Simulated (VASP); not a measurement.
# TiC (Khamrabaevite): cell size against the level of theory, part 3 of 3

How close do the usual functionals, with and without dispersion, come to the cell of TiC (Khamrabaevite)? LASPH is on for some levels and off for others; the table marks which. The start is a cell from a database of measured crystal structures.

VASP 6.6.1, plane waves and PAW; the level of theory is named at each step.

Still holding for the runs below: The k-mesh is coarse for a metal.

So far. Step 3 (Relaxation with LDA): It ends at 9.708 Å³/atom, -4.2 % from the start, with -0.13 GPa left. The conventional cell has a = 4.267 Å. Step 4 (Relaxation with r2SCAN): It ends at 10.17 Å³/atom, +0.3 % from the start, with 0.01 GPa left. The conventional cell has a = 4.333 Å.

## (5) Relaxation with PBE + D3(BJ)

This step: PBE with D3(BJ); plane waves and PAW (Ti_sv, C) (VASP 6.6.1).

A dispersion term adds the long-range attraction that semilocal functionals lack. D3 with Becke-Johnson damping keeps a finite attraction at short range.

INCAR reads:

```
SYSTEM = TiC
PREC = Accurate
ENCUT = 560
EDIFF = 1E-06
NELM = 100
ISMEAR = -1
SIGMA = 0.05
LREAL = .FALSE.
ALGO = Normal
GGA = PE
IVDW = 12
NBANDS = 14
LORBIT = 11
LWAVE = .FALSE.
LCHARG = .FALSE.
KPAR = 2
IBRION = 2
NSW = 60
ISIF = 3
EDIFFG = -0.01
```

POSCAR reads:

```
TiC
1.0
    0.0000000000      2.1640000000      2.1640000000
    2.1640000000      0.0000000000      2.1640000000
    2.1640000000      2.1640000000      0.0000000000
Ti C
1 1
Direct
    0.0000000000      0.0000000000      0.0000000000
    0.5000000000      0.5000000000      0.5000000000
```

KPOINTS reads:

```
Automatic mesh
0
Gamma
9 9 9
0 0 0
```

PAW data sets: Ti_sv and C (PBE family, release 64).

The run is started by

```bash
$ mpirun -np 2 vasp_std
```

Log:

```text
[... set-up lines as in an earlier step ...]
 entering main loop
       N       E                     dE             d eps       ncg     rms          rms(c)
[... 15 cycles as in an earlier step ...]
   1 F= -.19600752E+02 E0= -.19599517E+02  d E =-.196008E+02
[...]
N       E                     dE             d eps       ncg     rms          rms(c)
DAV:   1    -0.191943799541E+02   -0.48667E+00   -0.11492E+01  1160   0.497E+01    0.729E+00
DAV:   2    -0.187181267920E+02    0.47625E+00   -0.13463E+00  1174   0.212E+01    0.211E+00
DAV:   3    -0.186351058415E+02    0.83021E-01   -0.19239E-01  1344   0.527E+00    0.964E-01
DAV:   4    -0.186326292399E+02    0.24766E-02   -0.12617E-01  1286   0.366E+00    0.544E-01
[...]
DAV:   9    -0.186445986600E+02   -0.12349E-04   -0.62231E-05  1190   0.581E-02    0.955E-03
DAV:  10    -0.186446024937E+02   -0.38338E-05   -0.29410E-05  1478   0.242E-02    0.474E-03
DAV:  11    -0.186446020448E+02    0.44896E-06   -0.15930E-06   950   0.129E-02
   2 F= -.19592918E+02 E0= -.19591640E+02  d E =0.783387E-02
 trial-energy change:    0.007834  1 .order    0.008716   -0.045260    0.062691
 step:   0.4313(harm=  0.4193)  dis= 0.00000  next Energy=   -19.610582 (dE=-0.983E-02)
[...]
N       E                     dE             d eps       ncg     rms          rms(c)
DAV:   1    -0.188868123483E+02   -0.24221E+00   -0.38194E+00  1148   0.298E+01    0.453E+00
DAV:   2    -0.187394602858E+02    0.14735E+00   -0.66491E-01  1168   0.141E+01    0.151E+00
DAV:   3    -0.186887158250E+02    0.50744E-01   -0.90761E-02  1324   0.431E+00    0.522E-01
DAV:   4    -0.186897137241E+02   -0.99790E-03   -0.40953E-02  1292   0.184E+00    0.275E-01
[...]
DAV:   8    -0.186943766835E+02    0.16118E-04   -0.85100E-05  1180   0.880E-02    0.659E-03
DAV:   9    -0.186943803232E+02   -0.36397E-05   -0.62373E-06  1274   0.208E-02    0.898E-03
DAV:  10    -0.186943795058E+02    0.81741E-06   -0.31028E-06  1188   0.104E-02
   3 F= -.19610716E+02 E0= -.19609460E+02  d E =-.996423E-02
[...]
reached required accuracy - stopping structural energy minimisation
```

Run time: 6 s. Hardware: 2 MPI ranks of Intel Xeon 6975P-C (Granite Rapids), shared host; peak memory 0.28 GiB; 11 s of CPU time.

From OUTCAR (step 5):

```text
 Edisp (eV)   -0.94832

 Edisp (eV)   -0.91634

  Total      -0.00670    -0.00670    -0.00670    -0.00000     0.00000     0.00000
  in kB      -0.54293    -0.54293    -0.54293    -0.00000     0.00000     0.00000
  external pressure =       -0.54 kB  Pullay stress =        0.00 kB

 POSITION                                       TOTAL-FORCE (eV/Angst)
 -----------------------------------------------------------------------------------
      0.00000      0.00000      0.00000        -0.000000     -0.000000      0.000000
      2.14620      2.14620      2.14620         0.000000      0.000000     -0.000000
 -----------------------------------------------------------------------------------
    total drift:                                0.000000     -0.000000     -0.000000

  FREE ENERGIE OF THE ION-ELECTRON SYSTEM (eV)
  ---------------------------------------------------
  free  energy   TOTEN  =       -19.6107158282 eV

  energy  without entropy=      -19.6082048550  energy(sigma->0) =      -19.60946034

[... 2 parts as in an earlier step ...]

[... 2 further parts left out ...]
[key lines of the parts left out:]
E-fermi :   9.7224
```

Dispersion corrections of this kind ignore metallic screening and tend to overbind metals.

Step by step:

| step | energy less that of the first step (eV) | largest force (eV/Å) | pressure (GPa) | volume (Å³) |
| --- | --- | --- | --- | --- |
| 1 | 0.0000 | 0.0000 | -6.25 | 20.27 |
| 2 | 0.0078 | 0.0000 | 9.17 | 19.13 |
| 3 | -0.0100 | 0.0000 | -0.05 | 19.77 |

| conventional cell, symmetrised | before | after | change |
| --- | --- | --- | --- |
| a (Å) | 4.328 | 4.292 | -0.8 % |
| b (Å) | 4.328 | 4.292 | -0.8 % |
| c (Å) | 4.328 | 4.292 | -0.8 % |
| volume (Å³/atom) | 10.13 | 9.89 | -2.4 % |

The relaxed structure:

```xyz
2
Lattice="0.0000 2.1462 2.1462 2.1462 0.0000 2.1462 2.1462 2.1462 0.0000" Properties=species:S:1:pos:R:3 pbc="T T T"
Ti    0.0000    0.0000    0.0000
C     2.1462    2.1462    2.1462
```

It ends at 9.886 Å³/atom, -2.4 % from the start, with -0.05 GPa left. The conventional cell has a = 4.292 Å. Against plain PBE, the dispersion term moves a by -1.0 %.

## (6) The cells as a table

This step: relaxed cells at several levels; plane waves and PAW (VASP 6.6.1).

No new run; the numbers come from the runs before.

Lengths are those of the conventional cell; cost is the wall time of each run, as given at its step, times its ranks, without the set-up around it; LASPH differs between rows, which moves results and costs too. Results by level, by row:

| level | volume (Å³/atom) | change from the start (%) | a (Å) | cost (core minutes) | LASPH |
| --- | --- | --- | --- | --- | --- |
| PBE | 10.18 | 0.4 | 4.334 | 0.187 | off |
| LDA | 9.71 | -4.2 | 4.267 | 0.187 | off |
| r2SCAN | 10.17 | 0.3 | 4.333 | 0.8 | on |
| PBE + D3(BJ) | 9.89 | -2.4 | 4.292 | 0.2 | off |

## (7) Outcome

* volume, PBE: 10.18 Å³/atom
* volume, LDA: 9.708 Å³/atom
* volume, r2SCAN: 10.17 Å³/atom
* volume, PBE + D3(BJ): 9.886 Å³/atom

For TiC (Khamrabaevite) the levels give volumes between 9.708 Å³/atom (LDA) and 10.18 Å³/atom (PBE), a spread of 4.8 %, while the cost of the finished runs spans a factor of 4.3. Within 1 % of experiment on every length: PBE, r2SCAN and PBE + D3(BJ). The nearest, r2SCAN, took 4.3 times the core time of PBE and lowers the largest miss from 0.14 to 0.11 %. Thermal and zero-point expansion, often some tenths of a per cent in length, bear on this order: with the measured lengths lowered by an assumed 0.4 % the nearest becomes PBE + D3(BJ). The costs hold the number of ionic steps as well as the price of the functional. Adding D3(BJ) to PBE changes the volume by -2.9 % (a by -1.0 %). Pairwise corrections of the D and TS kind ignore the screening in a metal, so they may overbind here. Within 0.02 Å all end in space group Fm-3m; the runs can't lower the symmetry of the start. The k-sampling is coarse for a metal, so the Fermi level, pressures and the shape of the cell carry errors. LASPH is on for some levels and off for others, so differences between them are not the functional's alone. Each is a single relaxation on the plane waves of the start cell, so larger changes of volume carry a basis-set error that was not tested here.

Calculation against experiment:

```
              quantity  measured             PBE             LDA          r2SCAN    PBE + D3(BJ)
lattice constant a (Å)     4.328  4.334 (+0.1 %)  4.267 (-1.4 %)  4.333 (+0.1 %)  4.292 (-0.8 %)
```

Measured values from pmc:11728635 (2024).

How well it matches: For the lattice constant a, of the levels listed nearest comes r2SCAN (+0.1 %, good agreement) and farthest LDA (-1.4 %, fair agreement). The grades are ours: good and fair within 0.7 and 1.5 % for the lattice constant a. Zero-point motion and thermal expansion are not in the computed lattice constants.

[Lines on the potential files, build, host, timing and source positions are cut from VASP's logs without a mark.]

[Logs are printed without paths, hosts, clocks, repeated set-up lines and the standing remarks that a program may print on its own settings, such as how far it seeks lower states.]

[Hosts, paths, dates, database ids (printed as entryN), source tags and the programs' standing remarks are cut or masked in the printed files.]

[A measured line is paired with the nearest computed mode of its activity, which favours agreement.]
